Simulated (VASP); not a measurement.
Input:

```
MgO
1.0
    0.00000     2.07378     2.07378
    2.07378     0.00000     2.07378
    2.07378     2.07378     0.00000
Mg O
1 1
Direct
  0.00000   0.00000   0.00000
  0.50000   0.50000   0.50000
```

Method: LDA (Ceperley-Alder, Perdew-Zunger), VASP's LDA PAW potentials (set 64) (plane waves; VASP). Run with 520 eV cut-off, 11×11×11 Γ-centred mesh, Gaussian smearing of 0.050 eV, potentials Mg O.

Give the energy at these volumes per atom, relative to the lowest: 8.37, 8.64, 8.91, 9.17, 9.44 Å³.

20.8, 5.2, 0.0, 3.8, 15.4 meV/atom. A third-order Birch-Murnaghan fit gives B0 = 179 GPa and B0′ = 4.1.

Measured: bulk modulus 170 GPa at 0 K (computed value off by +5.3 %), as given by Daniel Mejia-Rodriguez et al., Physical Review B (2018), arXiv:1807.09216 [0 K value with the zero-point phonon effect removed]; a 4.189 Å at 0 K (computed value off by -1.0 %), as given by Daniel Mejia-Rodriguez et al., Physical Review B (2018), arXiv:1807.09216 [static lattice: zero-point anharmonic expansion removed].

The compound is MgO in the rock salt structure. It was relaxed first.
